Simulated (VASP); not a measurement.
Here is a VASP 6.6.1 calculation.

INCAR

```
PREC = Accurate
ENCUT = 700
EDIFF = 1E-7
ISMEAR = 0
SIGMA = 0.1
LREAL = False
LASPH = True
NELM = 150
ALGO = Normal
ISIF = 3
LWAVE = False
LCHARG = False
ISPIN = 2
MAGMOM = 0.8
LORBIT = 11
LMAXMIX = 4
GGA = PE
IBRION = 2
NSW = 80
EDIFFG = -0.002
```

File KPOINTS:

```
Automatic mesh
0
Gamma
  20 20 20
```

POSCAR

```
Ni
1.0
    0.0000000000      1.7619350000      1.7619350000
    1.7619350000      0.0000000000      1.7619350000
    1.7619350000      1.7619350000      0.0000000000
Ni
1
Direct
    0.0000000000      0.0000000000      0.0000000000
```

Potentials or basis: VASP PAW PBE potentials, release 64 (Ni).

The run is started by

```console
$ cat potpaw_PBE.64/Ni/POTCAR > POTCAR
$ mpirun -np 1 vasp_std > vasp.out
```

Question: What does it give for the relaxed volume?

Answer: 10.89 Å³/atom.

Question: Predict the space group after relaxing (to 0.05 Å).

Answer: Fm-3m (No. 225).

The path:
| step | energy change (eV) | largest force (eV/Å) | pressure (GPa) | volume (Å³) |
| --- | --- | --- | --- | --- |
| 1 | 0.0000 | 0.0000 | -0.98 | 10.94 |
| 2 | 0.0000 | 0.0000 | 0.96 | 10.83 |
| 3 | -0.0002 | 0.0000 | 0.01 | 10.89 |
